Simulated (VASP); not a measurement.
OSZICAR of a VASP run on SrTiO₃ (cubic perovskite):

### OSZICAR
```
       N       E                     dE             d eps       ncg     rms          rms(c)
DAV:   1     0.446407612218E+03    0.44641E+03   -0.21652E+04   960   0.183E+03
DAV:   2    -0.438228963916E+01   -0.45079E+03   -0.44352E+03  1160   0.491E+02
DAV:   3    -0.498643349808E+02   -0.45482E+02   -0.44275E+02  1416   0.148E+02
DAV:   4    -0.517160263994E+02   -0.18517E+01   -0.18507E+01  1360   0.277E+01
DAV:   5    -0.517816825995E+02   -0.65656E-01   -0.65649E-01  1344   0.397E+00    0.256E+01
DAV:   6    -0.420847544198E+02    0.96969E+01   -0.64797E+01  1480   0.718E+01    0.158E+01
DAV:   7    -0.420306898486E+02    0.54065E-01   -0.98003E+00  1192   0.237E+01    0.101E+01
DAV:   8    -0.420615272173E+02   -0.30837E-01   -0.27264E+00  1256   0.168E+01    0.358E+00
DAV:   9    -0.419144685428E+02    0.14706E+00   -0.73164E-01  1176   0.820E+00    0.953E-01
DAV:  10    -0.419214200627E+02   -0.69515E-02   -0.13125E-01  1304   0.247E+00    0.949E-01
DAV:  11    -0.419110373133E+02    0.10383E-01   -0.10889E-01  1384   0.275E+00    0.308E-01
DAV:  12    -0.419099210886E+02    0.11162E-02   -0.56032E-03  1144   0.814E-01    0.110E-01
DAV:  13    -0.419098296459E+02    0.91443E-04   -0.77974E-04  1400   0.196E-01    0.601E-02
DAV:  14    -0.419098140920E+02    0.15554E-04   -0.11087E-04  1520   0.692E-02    0.192E-02
DAV:  15    -0.419098106845E+02    0.34075E-05   -0.12613E-05  1360   0.354E-02    0.848E-03
DAV:  16    -0.419098101489E+02    0.53560E-06   -0.18735E-06  1608   0.152E-02    0.479E-03
DAV:  17    -0.419098099202E+02    0.22872E-06   -0.12466E-06  1256   0.143E-02    0.160E-03
DAV:  18    -0.419098098845E+02    0.35665E-07   -0.25090E-07   872   0.528E-03
   1 F= -.41909810E+02 E0= -.41909810E+02  d E =-.252739E-27
```

**Question.** Which electronic solver shows in the log?

**Answer.** It is blocked Davidson (ALGO = Normal, or the opening steps of other solvers). The INCAR had ALGO = Normal.

**Question.** Can the final energy be trusted as converged?

**Answer.** The calculation finished and met its thresholds. It stopped with EDIFF = 1E-7, NELM = 100 (PBEsol GGA, plane waves, VASP's PBE PAW potentials (set 64)).

The compound is SrTiO3 in the cubic perovskite structure, the ideal cubic form; the compound distorts at low or room temperature. This cell is one point of a volume scan, at 1.06 of the reference volume.
